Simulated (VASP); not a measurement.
Given:

```xyz
14
Lattice="7.6046 0.0000 0.0000 -3.8023 6.5858 0.0000 0.0000 0.0000 2.9044" Properties=species:S:1:pos:R:3 pbc="T T T"
Si    -1.3793     5.4336     2.1783
Si     5.1817     1.1522     0.7261
Si     2.2093     1.5222     0.7261
Si     1.5930     5.0636     2.1783
Si    -0.2136     2.6745     2.1783
Si     4.0159     3.9113     0.7261
N      0.0000     4.3905     2.1783
N      3.8023     2.1953     0.7261
N      4.8236     4.4113     2.1783
N     -1.0213     2.1745     0.7261
N     -1.4085     6.3830     0.7261
N      5.2108     0.2028     2.1783
N      1.3725     1.9717     2.1783
N      2.4298     4.6141     0.7261
```

The numbers are results of r2SCAN meta-GGA, VASP's PBE PAW potentials (set 64) (plane waves; VASP), not measurements. Run with LREAL = Auto, 520 eV cut-off, 4×4×9 Γ-centred mesh, tetrahedra with Blöchl corrections, potentials Si N.

The path is coarsely sampled, so an indirect gap can come out somewhat too large.

Task: Give the energies of bands 26 to 39 at the high-symmetry points, in eV from the valence-band maximum.

Result: 
```
band      Γ      M      K      A      L      H
----  -----  -----  -----  -----  -----  -----
26    -1.59  -2.90  -2.82  -3.35  -2.87  -2.81
27    -1.59  -2.06  -2.71  -1.68  -1.94  -1.96
28    -1.30  -1.74  -1.60  -1.68  -1.94  -1.96
29    -1.30  -1.36  -1.17  -1.68  -1.55  -1.45
30    -0.46  -0.80  -1.17  -1.68  -1.55  -1.45
31    -0.41  -0.33  -0.29  -1.37  -1.08  -1.14
32    -0.20  -0.26  -0.29  -1.37  -1.08  -1.14
33     5.00   5.28   5.36   5.35   5.45   5.70
34     5.28   5.39   5.54   5.35   5.45   5.70
35     5.58   5.57   5.54   5.35   6.51   6.48
36     5.58   5.97   6.28   5.35   6.51   6.48
37     5.92   6.33   6.28   7.98   6.92   6.88
38     5.92   6.59   6.33   8.01   6.92   6.88
39     6.58   7.02   7.13   8.22   7.30   7.06
```

The gap is indirect, 5.00 eV, from the valence maximum at Γ-A at 0.40 to the conduction minimum at Γ.

The structure comes from a computed database's Si3N4 entry (P6_3/m); how it stands against other phases isn't given here. It was relaxed first.
